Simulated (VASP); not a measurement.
Input for VASP

### POSCAR
```
Na
1
   -2.1300000000     2.1300000000     2.1300000000
    2.1300000000    -2.1300000000     2.1300000000
    2.1300000000     2.1300000000    -2.1300000000
Na
1
Direct
  0.0000000000   0.0000000000   0.0000000000
```

INCAR:
```
SYSTEM = Na
PREC = Accurate
ENCUT = 400
EDIFF = 1E-6
NELM = 100
ALGO = Normal
LREAL = .FALSE.
LASPH = .TRUE.
ISMEAR = 1
SIGMA = 0.1
GGA = PE
LWAVE = .FALSE.
LCHARG = .FALSE.
ISIF = 2
ICHARG = 11
```

KPOINTS:
```
Automatic mesh
0
Gamma
9 9 9
0 0 0
```

POTCAR, in this order: Na_pv (PBE.64 set). Program: vasp_std.

Task: What happens when VASP runs on this input?

Result: There is a fault: ICHARG = 11 asks for a fixed density, but there is no CHGCAR. VASP stops with an error: ERROR: charge density could not be read from file CHGCAR for ICHARG>10 ----> I REFUSE TO CONTINUE WITH THIS SICK JOB ... BYE!!! <----

**standard output**
```
 POSCAR found type information on POSCAR Na
 POSCAR found :  1 types and       1 ions
 Reading from existing POTCAR
 Reading from existing POTCAR
 LDA part: xc-table for (Slater+PW92), standard interpolation
 WARNING: stress and forces are not correct
 POSCAR, INCAR and KPOINTS ok, starting setup
 WAVECAR not read
 WARNING: CHGCAR is incomplete

 -----------------------------------------------------------------------------
|                                                                             |
|     EEEEEEE  RRRRRR   RRRRRR   OOOOOOO  RRRRRR      ###     ###     ###     |
|     E        R     R  R     R  O     O  R     R     ###     ###     ###     |
|     E        R     R  R     R  O     O  R     R     ###     ###     ###     |
|     EEEEE    RRRRRR   RRRRRR   O     O  RRRRRR       #       #       #      |
|     E        R   R    R   R    O     O  R   R                               |
|     E        R    R   R    R   O     O  R    R      ###     ###     ###     |
|     EEEEEEE  R     R  R     R  OOOOOOO  R     R     ###     ###     ###     |
|                                                                             |
|     ICHARG>10                                                               |
|                                                                             |
|       ---->  I REFUSE TO CONTINUE WITH THIS SICK JOB ... BYE!!! <----       |
|                                                                             |
 -----------------------------------------------------------------------------
```

To mend it, run self-consistently first and keep its CHGCAR, or remove ICHARG. The plain static run on this cell (PBE GGA, plane waves, VASP's PBE PAW potentials (set 64)) converges, and its OSZICAR ends with
```
   1 F= -.13139403E+01 E0= -.13138717E+01  d E =-.206019E-03
```

The compound is Na in the bcc structure. The cell was not relaxed at this level.
